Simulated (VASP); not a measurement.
Method: PBE GGA, VASP's PBE PAW potentials (set 64) (plane waves; VASP).

VASP input:

**POSCAR**
```
CuAs
2.9899140
  1.0000000000   0.0000000000   0.0000000000
  0.0000000000   1.0000000000   0.0000000000
  0.0000000000   0.0000000000   1.0000000000
Cu As
1 1
Cart
  0.0000000000   0.0000000000   0.0000000000
  0.5000000000   0.5000000000   0.5000000000
```

### INCAR
```
# general
SYSTEM =CuAs
PREC   =Accurate
ENCUT  =400   # plane-wave cut-off (eV)
LREAL  =.FALSE.   # projection in real space or not
LASPH  =.TRUE.   # aspherical one-centre terms

# electronic loop
EDIFF  =1E-6
NELM   =100   # most electronic steps
ALGO   =Normal
LMAXMIX=4   # l cut-off of mixed one-centre charges

# smearing
ISMEAR =0
SIGMA  =0.05   # width (eV)

# functional
GGA    =PE   # PBE

# ions
ISIF   =2

# output
LWAVE  =.FALSE.
LCHARG =.FALSE.
```

File KPOINTS:
```
K-points
0
gamma
  14 14 14
```

POTCAR, in this order: Cu As (PBE.64 set). Program: vasp_std.

The resulting files:

### OSZICAR
```
       N       E                     dE             d eps       ncg     rms          rms(c)
DAV:   1     0.690674337842E+02    0.69067E+02   -0.65560E+03  2956   0.147E+03
DAV:   2    -0.558079772700E+01   -0.74648E+02   -0.69116E+02  2952   0.249E+02
DAV:   3    -0.888643547561E+01   -0.33056E+01   -0.30854E+01  3592   0.628E+01
DAV:   4    -0.894219150668E+01   -0.55756E-01   -0.55661E-01  3312   0.690E+00
DAV:   5    -0.894281081780E+01   -0.61931E-03   -0.61925E-03  3576   0.735E-01    0.110E+01
DAV:   6    -0.975267204619E+01   -0.80986E+00   -0.22958E+01  3228   0.174E+02    0.909E+00
DAV:   7    -0.759541730467E+01    0.21573E+01   -0.61657E+00  3372   0.953E+01    0.206E+00
DAV:   8    -0.756251325236E+01    0.32904E-01   -0.55018E-01  3704   0.220E+01    0.127E+00
DAV:   9    -0.754997776515E+01    0.12535E-01   -0.75928E-02  3904   0.797E+00    0.127E-01
DAV:  10    -0.755018667647E+01   -0.20891E-03   -0.25921E-03  3836   0.149E+00    0.118E-01
DAV:  11    -0.754996437062E+01    0.22231E-03   -0.12533E-03  4052   0.133E+00    0.503E-02
DAV:  12    -0.754993016912E+01    0.34201E-04   -0.15780E-04  3652   0.358E-01    0.125E-02
DAV:  13    -0.754992643924E+01    0.37299E-05   -0.15086E-05  4364   0.873E-02    0.240E-03
DAV:  14    -0.754992606927E+01    0.36997E-06   -0.81608E-07  1668   0.162E-02
   1 F= -.75499261E+01 E0= -.75488493E+01  d E =-.215353E-02
```

**OUTCAR**
```
------------------------ aborting loop because EDIFF is reached ----------------------------------------
  FORCE on cell =-STRESS in cart. coord.  units (eV):
  Direction    XX          YY          ZZ          XY          YZ          ZX
  --------------------------------------------------------------------------------------
  Total        3.8311443      3.8311443      3.8311443      0.0000000      0.0000000     -0.0000000
  in kB      229.6481774    229.6481774    229.6481774      0.0000000      0.0000000     -0.0000000
  external PRESSURE =     229.6481774 kB  Pullay stress =       0.0000000 kB
  volume of cell :       26.73
      direct lattice vectors                 reciprocal lattice vectors
     2.989914000  0.000000000  0.000000000     0.334457780  0.000000000  0.000000000
     0.000000000  2.989914000  0.000000000     0.000000000  0.334457780  0.000000000
     0.000000000  0.000000000  2.989914000     0.000000000  0.000000000  0.334457780
 POSITION                                       TOTAL-FORCE (eV/Angst)
 -----------------------------------------------------------------------------------
      0.00000      0.00000      0.00000         0.000000      0.000000      0.000000
      1.49496      1.49496      1.49496         0.000000      0.000000      0.000000
 -----------------------------------------------------------------------------------
    total drift:                               -0.000000      0.000000     -0.000000
  FREE ENERGIE OF THE ION-ELECTRON SYSTEM (eV)
  ---------------------------------------------------
  free  energy   TOTEN  =        -7.5499260693 eV

  energy  without entropy=       -7.5477725397  energy(sigma->0) =       -7.54884930
```
(Selected blocks of OUTCAR.)

The structure was generated: CuAs was put into the CsCl type (Pm-3m), which need not be its known phase. The cell was not relaxed at this level. The run is one of a series of settings (KPOINTS 14×14×14 Γ-centred mesh against the base run), some of them coarse on purpose.
